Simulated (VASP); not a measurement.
The system is TiPd.

```
Ti Pd
1.0
     3.18000    0.00000    0.00000
     0.00000    3.18000    0.00000
     0.00000    0.00000    3.18000
Ti Pd
1 1
Direct
  0.50000 0.50000 0.50000
  0.00000 0.00000 0.00000
```

- Program: VASP 6.6.1
- Task: relaxation of cell and atoms
- Functional: PBEsol
- Potentials or basis: VASP PAW PBE potentials, release 64 (Ti_sv, Pd)
- Cutoff: 600 eV
- k mesh: 14 × 14 × 14
- Occupations: gaussian, width 0.1 eV
- Spin: no spin polarisation

At the start: pressure -7.2 GPa; volume 16.08 Å³/atom.

**Question.** Where does the relaxation end?

**Answer.** Over 4 steps the energy falls by 16.8 meV/atom and the volume is 15.35 Å³/atom (-4.6 %); space group Pm-3m (No. 221, to 0.05 Å).

Step by step:
```csv
step,energy change (eV),largest force (eV/Å),pressure (GPa),volume (Å³)
1,0.0000,0.0000,-7.16,32.16
2,0.0270,0.0000,11.59,28.93
3,-0.0337,0.0000,-0.11,30.72
4,-0.0337,0.0000,0.03,30.69
```

Final structure:
```
Ti Pd
1.0
     3.13098    0.00000    0.00000
     0.00000    3.13098    0.00000
     0.00000    0.00000    3.13098
Ti Pd
1 1
Direct
  0.50000 0.50000 0.50000
  0.00000 0.00000 0.00000
```

Caveat: the PAW data sets were made with another functional, which shifts forces and pressure a little.
